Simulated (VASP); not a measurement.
Input:

```xyz
6
Lattice="4.7641 0.0000 0.0000 0.0000 4.7641 0.0000 0.0000 0.0000 3.1800" Properties=species:S:1:pos:R:3 pbc="T T T"
Zn     0.0000     0.0000     0.0000
Zn     2.3821     2.3821     1.5900
F      1.4457     1.4457     0.0000
F      3.8278     0.9364     1.5900
F      0.9364     3.8278     1.5900
F      3.3185     3.3185     0.0000
```

Method: PBE GGA with D4 dispersion, VASP's PBE PAW potentials (set 64) (plane waves; VASP 6.6.1). Run with 520 eV cut-off, Gaussian smearing of 0.050 eV, potentials Zn F.

Task: What does the run give for the band gap (along the path) with the smallest direct gap where there is one?

Result: 
- band gap (along the path): 3.43 eV
- smallest direct gap (along the path): 3.43 eV

The absolute energy has meaning only against runs of the same code, potentials and settings.

The compound is ZnF2 in the rutile structure. It was relaxed first.
